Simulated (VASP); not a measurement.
**Lattice vibrations of BaHoFe2O5**

Wanted: whether BaHoFe2O5 is dynamically stable, and its vibrational spectrum. The start is a cell from a database of measured crystal structures.

Program: VASP 6.6.1. Level of theory: PBE, spin-polarised from a ferromagnetic start, 4f electrons in the core; plane waves and PAW (Ho_3, Ba_sv, Fe, O). Results are calculated unless marked as measured.

Most raw output is cut from this account.

## (1) Set-up

It takes space group P4/mmm (No. 123, tetragonal). The conventional cell has a = 3.926 Å, b = 3.926 Å, c = 7.562 Å, α = 90.00°, β = 90.00°, γ = 90.00°. Nearest to Ho lie 8 O at 2.41 Å. Nearest to Ba lie 12 O at 2.78 to 3.08 Å. Nearest to Fe lie 5 O at 2.00 Å. Nearest to O lie 2 Fe at 2.00 Å and 2 Ho at 2.41 Å and 2 Ba at 3.08 Å. Nearest to O lie 2 Fe at 2.00 Å and 4 Ba at 2.78 Å. Farther neighbours and most contacts between anions are not listed.

Structure file:

```xyz
9
Lattice="3.9257 0.0000 0.0000 0.0000 3.9257 0.0000 0.0000 0.0000 7.5619" Properties=species:S:1:pos:R:3 pbc="T T T"
Ho    0.0000    0.0000    3.7809
Ba    0.0000    0.0000    0.0000
Fe    1.9628    1.9628    5.5639
Fe    1.9628    1.9628    1.9979
O     0.0000    1.9628    5.1852
O     0.0000    1.9628    2.3767
O     1.9628    0.0000    5.1852
O     1.9628    0.0000    2.3767
O     1.9628    1.9628    0.0000
```

## (2) Relax the host

First cell and atoms are relaxed at a raised cutoff, so that later runs start from this functional's own cell.

File INCAR:

```
SYSTEM = BaHoFe2O5
PREC = Normal
ENCUT = 520
EDIFF = 1E-05
NELM = 120
ISMEAR = 0
SIGMA = 0.05
LREAL = Auto
ALGO = Normal
GGA = PE
NBANDS = 50
ISPIN = 2
MAGMOM = 0 0 3 3 0 0 0 0 0
LASPH = .TRUE.
LMAXMIX = 6
LORBIT = 11
LWAVE = .FALSE.
LCHARG = .FALSE.
KPAR = 4
IBRION = 2
NSW = 40
ISIF = 3
EDIFFG = -0.03
POTIM = 0.4
```

File POSCAR:

```
BaHoFe2O5
1.0
    3.9256580000      0.0000000000      0.0000000000
    0.0000000000      3.9256580000      0.0000000000
    0.0000000000      0.0000000000      7.5618600000
Ho Ba Fe O
1 1 2 5
Direct
    0.0000000000      0.0000000000      0.5000000000
    0.0000000000      0.0000000000      0.0000000000
    0.5000000000      0.5000000000      0.7357900000
    0.5000000000      0.5000000000      0.2642100000
    0.0000000000      0.5000000000      0.6857000000
    0.0000000000      0.5000000000      0.3143000000
    0.5000000000      0.0000000000      0.6857000000
    0.5000000000      0.0000000000      0.3143000000
    0.5000000000      0.5000000000      0.0000000000
```

File KPOINTS:

```
Automatic mesh
0
Gamma
4 4 2
0 0 0
```

The projector-augmented-wave data sets are Ho_3, Ba_sv, Fe and O (PBE family, release 64).

The run is started by

```sh
$ mpirun -np 4 vasp_std
```

Elapsed: 2.7 min, on 4 MPI ranks of Intel Xeon 6975P-C (Granite Rapids), shared host; peak memory 1 GiB; 11 min of CPU time.

The data set Ho_3 holds the 4f electrons frozen in the core, so no f bands or f moments appear. The magnetic state follows from one typed start and may not be the lowest. The k-mesh is coarse for a metal. Harder data sets than Ba_sv exist (the GW ones), and pressures, volumes and forces can shift noticeably with them. Oxides and halides of Fe are often magnetic insulators, and a metal at this level, without U or exact exchange, may be an artefact, though some of them are metals in fact. The run keeps the 16 symmetry operations of its start, so it cannot find a distortion of lower symmetry.

The steps of the relaxation:

```
step  energy less that of the first step (eV)  largest force (eV/Å)  pressure (GPa)  volume (Å³)
   1                                   0.0000                0.6187           -1.09       116.53
   2                                  -0.0467                0.6481            0.30       115.35
   3                                  -0.0488                0.1520            3.10       112.40
   4                                  -0.0730                0.3200            1.64       113.84
   5                                  -0.0962                0.1092            0.10       114.73
   6                                  -0.0966                0.1255           -0.09       114.86
   7                                  -0.1020                0.0500           -0.22       114.79
   8                                  -0.1027                0.0401           -0.21       114.75
   9                                  -0.1027                0.0380           -0.19       114.75
  10                                  -0.1025                0.0364           -0.24       114.77
  11                                  -0.1027                0.0367           -0.20       114.76
  12                                  -0.1030                0.0363            0.09       114.52
  13                                  -0.1030                0.0351            0.15       114.50
  14                                  -0.1030                0.0362            0.14       114.51
  15                                  -0.1032                0.0259            0.12       114.53
```

```
conventional cell, symmetrised  before  after  change
                         a (Å)   3.926  3.914  -0.3 %
                         b (Å)   3.926  3.914  -0.3 %
                         c (Å)   7.562  7.477  -1.1 %
              volume (Å³/atom)   12.95  12.73  -1.7 %
```

The atoms that moved most (Å, as changes of fractional coordinates times the final cell):

```
atom     dx     dy      dz  length
 Fe3  0.000  0.000  -0.093   0.093
 Fe4  0.000  0.000   0.093   0.093
  O6  0.000  0.000  -0.030   0.030
  O5  0.000  0.000   0.030   0.030
  O7  0.000  0.000   0.030   0.030
  O8  0.000  0.000  -0.030   0.030
```

The relaxed structure:

```
Ho Ba Fe O
1.0
     3.91380    0.00000    0.00000
     0.00000    3.91380    0.00000
     0.00000    0.00000    7.47691
Ho Ba Fe O
1 1 2 5
Cartesian
  0.0000 0.0000 3.7385
  0.0000 0.0000 0.0000
  1.9569 1.9569 5.4086
  1.9569 1.9569 2.0683
  0.0000 1.9569 5.1572
  0.0000 1.9569 2.3197
  1.9569 0.0000 5.1572
  1.9569 0.0000 2.3197
  1.9569 1.9569 0.0000
```

Numbers from this step:

- electronic cycles: 109
- electrons: 65
- free energy (TOTEN): -67.2926 eV
- energy at zero smearing: -67.2917 eV
- Fermi energy: 4.746 eV
- pressure: 0.1214 GPa
- moment of the cell, from the last line of the log: 7.742 μB
- labelled metallic, from the levels on this mesh: yes

Spin moment in the PAW sphere by atom:

```
atom  spin moment in the PAW sphere (μB)
 Ho1                               -0.02
 Ba2                               -0.01
 Fe3                                3.35
 Fe4                                3.35
  O5                                0.14
  O6                                0.14
  O7                                0.14
  O8                                0.14
  O9                                0.27
```

The run ended after 15 ionic steps, 0.103 eV below its first step, once forces and stress met EDIFFG = -0.03.

## (3) Tight relaxation

Force constants are second derivatives, so residual forces and stress must first be far smaller than in an ordinary relaxation. Smearing, mesh and cutoff differ from the relaxation before, which can move the cell too.

File INCAR:

```
SYSTEM = BaHoFe2O5
PREC = Accurate
ENCUT = 480
EDIFF = 1E-08
NELM = 120
ISMEAR = 1
SIGMA = 0.2
LREAL = .FALSE.
ALGO = Fast
GGA = PE
NBANDS = 50
ISPIN = 2
MAGMOM = 0 0 3 3 0 0 0 0 0
LASPH = .TRUE.
LMAXMIX = 6
LORBIT = 11
LWAVE = .FALSE.
LCHARG = .FALSE.
KPAR = 4
IBRION = 1
NSW = 30
ISIF = 3
EDIFFG = -0.002
POTIM = 0.4
```

File POSCAR:

```
BaHoFe2O5
1.0
    3.9137956015      0.0000000000      0.0000000000
    0.0000000000      3.9137956015      0.0000000000
    0.0000000000      0.0000000000      7.4769061099
Ho Ba Fe O
1 1 2 5
Direct
    0.0000000000      0.0000000000      0.5000000000
    0.0000000000      0.0000000000      0.0000000000
    0.5000000000      0.5000000000      0.7233690760
    0.5000000000      0.5000000000      0.2766309240
    0.0000000000      0.5000000000      0.6897528589
    0.0000000000      0.5000000000      0.3102471411
    0.5000000000      0.0000000000      0.6897528589
    0.5000000000      0.0000000000      0.3102471411
    0.5000000000      0.5000000000      0.0000000000
```

File KPOINTS:

```
Automatic mesh
0
Gamma
9 9 5
0 0 0
```

The run is started by

```sh
$ mpirun -np 4 vasp_std
```

Elapsed: 12 min, on 4 MPI ranks; peak memory 2 GiB; 48 min of CPU time.

The steps of the relaxation:

```
step  energy less that of the first step (eV)  largest force (eV/Å)  pressure (GPa)  volume (Å³)
   1                                   0.0000                0.0192           -0.88       114.53
   2                                  -0.0022                0.0475            0.19       113.61
   3                                  -0.0025                0.0259           -0.06       113.77
   4                                  -0.0027                0.0191           -0.04       113.73
   5                                  -0.0028                0.0012           -0.01       113.62
   6                                  -0.0028                0.0020            0.00       113.60
```

```
conventional cell, symmetrised  before  after  change
                         a (Å)   3.914  3.904  -0.3 %
                         b (Å)   3.914  3.904  -0.3 %
                         c (Å)   7.477  7.455  -0.3 %
              volume (Å³/atom)   12.73  12.62  -0.8 %
```

The relaxed structure:

```cif
data_structure
_symmetry_space_group_name_H-M 'P 1'
_symmetry_Int_Tables_number 1
_cell_length_a 3.9036
_cell_length_b 3.9036
_cell_length_c 7.4554
_cell_angle_alpha 90.000
_cell_angle_beta 90.000
_cell_angle_gamma 90.000
_cell_volume 113.60
loop_
_atom_site_label
_atom_site_type_symbol
_atom_site_fract_x
_atom_site_fract_y
_atom_site_fract_z
_atom_site_occupancy
Ho1 Ho 0.00000 0.00000 0.50000 1
Ba2 Ba 0.00000 0.00000 0.00000 1
Fe3 Fe 0.50000 0.50000 0.72260 1
Fe4 Fe 0.50000 0.50000 0.27740 1
O5 O 0.00000 0.50000 0.69040 1
O6 O 0.00000 0.50000 0.30960 1
O7 O 0.50000 0.00000 0.69040 1
O8 O 0.50000 0.00000 0.30960 1
O9 O 0.50000 0.50000 0.00000 1
```

Numbers from this step:

| Quantity | Value |
| --- | --- |
| electronic cycles | 187 |
| free energy (TOTEN) | -67.3298 eV |
| energy at zero smearing | -67.3301 eV |
| Fermi energy | 4.772 eV |
| pressure | 0.003248 GPa |
| moment of the cell, from the last line of the log | 7.414 μB |

Spin moment in the PAW sphere by atom:

```
atom  spin moment in the PAW sphere (μB)
 Ho1                               -0.02
 Ba2                               -0.01
 Fe3                                3.23
 Fe4                                3.23
  O5                                0.13
  O6                                0.13
  O7                                0.13
  O8                                0.13
  O9                                0.26
```

The run ended after 6 ionic steps, 0.003 eV below its first step, once forces and stress met EDIFFG = -0.002.

## (4) Force constants in the supercell

System of this step: BaHoFe2O5. It takes space group P4/mmm (No. 123, tetragonal). Conventional cell: a = 3.904 Å, b = 3.904 Å, c = 7.455 Å, α = 90.00°, β = 90.00°, γ = 90.00°. Nearest to Ho lie 8 O at 2.41 Å. Ba has 12 O at 2.76 to 3.02 Å nearest. Nearest to Fe lie 5 O at 1.97 to 2.07 Å. Nearest to O lie 2 Fe at 1.97 Å and 2 Ho at 2.41 Å and 2 Ba at 3.02 Å. Nearest to O lie 2 Fe at 2.07 Å and 4 Ba at 2.76 Å. Farther neighbours and most contacts between anions are not listed.

Each independent atom is moved by 0.015 Å both ways; the forces give the force constants out to half the supercell.

File INCAR:

```
SYSTEM = BaHoFe2O5
PREC = Accurate
ENCUT = 480
EDIFF = 1E-07
NELM = 120
ISMEAR = 1
SIGMA = 0.2
LREAL = Auto
ALGO = Fast
GGA = PE
NBANDS = 156
ISPIN = 2
MAGMOM = 0 0 0 0 0 0 0 0 3 3 3 3 3 3 3 3 0 0 0 0 0 0 0 0 0 0 0 0 0 0 0 0 0 0 0 0
LASPH = .TRUE.
LMAXMIX = 6
LWAVE = .FALSE.
LCHARG = .FALSE.
KPAR = 4
IBRION = 6
NSW = 1
NFREE = 2
POTIM = 0.015
ISIF = 0
ADDGRID = .TRUE.
```

File POSCAR:

```
BaHoFe2O5
1.0
   -3.9035507596      3.9035507596      7.4553912565
    3.9035507596     -3.9035507596      7.4553912565
    3.9035507596      3.9035507596     -7.4553912565
Ho Ba Fe O
4 4 8 20
Direct
    0.2500000000      0.2500000000      0.0000000000
    0.7500000000      0.7500000000      0.0000000000
    0.7500000000      0.2500000000      0.5000000000
    0.2500000000      0.7500000000      0.5000000000
    0.0000000000      0.0000000000      0.0000000000
    0.5000000000      0.5000000000      0.0000000000
    0.5000000000      0.0000000000      0.5000000000
    0.0000000000      0.5000000000      0.5000000000
    0.6112979268      0.6112979268      0.5000000000
    0.1112979268      0.1112979269      0.5000000000
    0.1112979269      0.6112979268      0.0000000000
    0.6112979268      0.1112979269      0.0000000000
    0.3887020732      0.3887020732      0.5000000000
    0.8887020732      0.8887020732      0.5000000000
    0.8887020731      0.3887020732      0.0000000000
    0.3887020732      0.8887020732      0.0000000000
    0.5951975102      0.3451975102      0.2500000000
    0.0951975102      0.8451975101      0.2500000000
    0.0951975102      0.3451975102      0.7500000000
    0.5951975102      0.8451975102      0.7500000000
    0.4048024898      0.1548024898      0.2500000000
    0.9048024898      0.6548024898      0.2500000000
    0.9048024898      0.1548024898      0.7500000000
    0.4048024898      0.6548024898      0.7500000000
    0.3451975102      0.5951975102      0.2500000000
    0.8451975101      0.0951975102      0.2500000000
    0.8451975102      0.5951975102      0.7500000000
    0.3451975102      0.0951975102      0.7500000000
    0.1548024899      0.4048024898      0.2500000000
    0.6548024898      0.9048024898      0.2500000000
    0.6548024898      0.4048024898      0.7500000000
    0.1548024899      0.9048024898      0.7500000000
    0.2500000000      0.2500000000      0.5000000000
    0.7500000000      0.7500000000      0.5000000000
    0.7500000000      0.2500000000      0.0000000000
    0.2500000000      0.7500000000      0.0000000000
```

File KPOINTS:

```
Automatic mesh
0
Gamma
6 6 6
0 0 0
```

The run is started by

```sh
$ mpirun -np 4 vasp_std
```

Elapsed: 2.9 h, on 4 MPI ranks.

The run was stopped at its time limit, so it gives no result of its own.

## (5) Outcome

| Quantity | Value |
| --- | --- |
| result | none |

What this shows: The session ends without its result: «force constants in the supercell» met its time limit.

[Lines on the potential files, build, host, timing and source positions are cut from VASP's logs without a mark.]

[Logs are printed without paths, hosts, clocks, repeated set-up lines and the standing remarks that a program may print on its own settings, such as how far it seeks lower states.]

[Hosts, paths, dates, database ids (printed as entryN), source tags and the programs' standing remarks are cut or masked in the printed files.]

[Runs that stopped without an error message from VASP are left out.]
